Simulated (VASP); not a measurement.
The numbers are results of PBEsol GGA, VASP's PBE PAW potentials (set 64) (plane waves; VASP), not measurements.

The input files of a VASP run:

**POSCAR**
```
CsSnI3
6.220
  1.0000000000   0.0000000000   0.0000000000
  0.0000000000   1.0000000000   0.0000000000
  0.0000000000   0.0000000000   1.0000000000
Cs Sn I
1 1 3
Cartesian
  0.0000000000   0.0000000000   0.0000000000
  0.5000000000   0.5000000000   0.5000000000
  0.5000000000   0.0000000000   0.5000000000
  0.0000000000   0.5000000000   0.5000000000
  0.5000000000   0.5000000000   0.0000000000
```

**KPOINTS**
```
Automatic mesh
0
Gamma
6 6 6
0 0 0
```

**INCAR**
```
SYSTEM = CsSnI3
PREC = Accurate
ENCUT = 300
EDIFF = 1E-6
NELM = 100
ALGO = Normal
LREAL = .FALSE.
LASPH = .TRUE.
ISMEAR = -1
SIGMA = 0.01
GGA = PS
LMAXMIX = 4
LWAVE = .FALSE.
LCHARG = .FALSE.
ISIF = 2
```

POTCAR, in this order: Cs_sv Sn_d I (PBE.64 set). Program: vasp_std.

Gaps are read on the run's mesh, which can miss a band edge. Unless said otherwise, spin-orbit coupling is left out, though it shifts the bands of the heavy elements here.

Predict the energy per atom (σ→0), band gap (on the k-mesh).

* **energy per atom (σ→0)**: -290.6 kJ/mol of atoms
* **band gap (on the k-mesh)**: 0.29 eV

### OSZICAR
```
...
DAV:   7    -0.150565220767E+02    0.22777E-01   -0.28797E-01  1348   0.238E+00    0.889E-01
DAV:   8    -0.150582804647E+02   -0.17584E-02   -0.41851E-02  1184   0.141E+00    0.271E-01
DAV:   9    -0.150585785390E+02   -0.29807E-03   -0.50193E-03  1262   0.527E-01    0.749E-02
DAV:  10    -0.150585657435E+02    0.12796E-04   -0.61223E-04  1234   0.174E-01    0.380E-02
DAV:  11    -0.150586240213E+02   -0.58278E-04   -0.38087E-04  1302   0.121E-01    0.448E-02
DAV:  12    -0.150586195501E+02    0.44712E-05   -0.31671E-05  1258   0.264E-02    0.280E-02
DAV:  13    -0.150586186031E+02    0.94700E-06   -0.24335E-06  1104   0.882E-03
   1 F= -.15058619E+02 E0= -.15058619E+02  d E =-.283562E-08
```

The structure is a typed CsSnI3 crystal. The cell was not relaxed at this level. The run is one of a series of settings (KPOINTS 6×6×6 Γ-centred mesh against the base run), some of them coarse on purpose.
